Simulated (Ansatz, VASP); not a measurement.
## Two plane-wave programs on Mg2CdN2

INCAR

```
  PREC = Accurate
  ENCUT = 520
  EDIFF = 1E-7
  ISMEAR = 0
  SIGMA = 0.03
  LREAL = F
  LASPH = T
  NELM = 60
  ALGO = Fast
  ISIF = 2
  LWAVE = F
  LCHARG = F
  GGA = PS
  NBANDS = 21
```

File KPOINTS:

```
regular mesh
0
Gamma
  12 12 6
```

Contents of POSCAR:

```
Mg2CdN2
1.0
    3.3397096357      0.0000000000      0.0000000000
   -1.6698548178      3.0768865806      0.0000000000
    0.0000000000      0.0000000000      5.9838310064
Mg Cd N
2 1 2
Direct
    0.6666666667      0.3333333333      0.1534420000
    0.3333333333      0.6666666667      0.8465580000
    0.0000000000      0.0000000000      0.5000000000
    0.6666666667      0.3333333333      0.7722310000
    0.3333333333      0.6666666667      0.2277690000
```

Input for Ansatz:

```yaml
crystal:
  lattice:
    - [3.3397096357, 0.0, 0.0]
    - [-1.6698548178, 3.0768865806, 0.0]
    - [0.0, 0.0, 5.9838310064]
  atoms:
    - { symbol: Mg, position: [0.6666666667, 0.3333333333, 0.153442] }
    - { symbol: Mg, position: [0.3333333333, 0.6666666667, 0.846558] }
    - { symbol: Cd, position: [0.0, 0.0, 0.5] }
    - { symbol: "N", position: [0.6666666667, 0.3333333333, 0.772231] }
    - { symbol: "N", position: [0.3333333333, 0.6666666667, 0.227769] }
basis:
  ecutwfc: 420
kpoints:
  mp_grid: { grid: [12, 12, 6] }
hamiltonian:
  xc: pbesol
scf:
  occupations: { method: gaussian, width: 0.03 }
output:
  forces: true
  stress: true
  eigenvalues: true
```

Change from the starting cell: strain -0.0600 x Voigt [1, 0, 0, 0, 0, 0], atoms carried along.

Alike in both runs: task single point; functional PBEsol; k mesh 12 × 12 × 6; occupations gaussian, width 0.03 eV; no spin polarisation.

|  | VASP | Ansatz |
| --- | --- | --- |
| version | VASP 6.6.1 | Ansatz 0.2.0 |
| potentials or method | VASP PAW PBE potentials, release 64 (Mg, Cd, N) | scalar-relativistic, plane waves, PAW |
| plane-wave cutoff (eV) | 520 | 420 |
| valence electrons in the cell | 26 | 50 |

Ansatz gave:

* gap on the k mesh at the Fermi level (eV): 0.48
* least direct gap on the mesh (eV): 0.70
* pressure (GPa): 4.1
* largest component of the traceless stress (GPa): 7.79
* rms of the force components (eV/Å): 0.294

Problem. What did VASP give for the same quantities?

Solution. gap on the k mesh at the Fermi level (eV): 0.49; least direct gap on the mesh (eV): 0.70; pressure (GPa): 4.5; largest component of the traceless stress (GPa): 7.90; rms of the force components (eV/Å): 0.291.

Atom by atom the forces differ by 0.018 eV/Å (rms over components). The functional is the same, so the differences come from potentials, cutoffs and numerics. The two sets of potentials don't hold the same shells in valence.

Caveats: the PAW data sets were made with another functional, which shifts forces and pressure a little (VASP). A k mesh can miss the band edges.
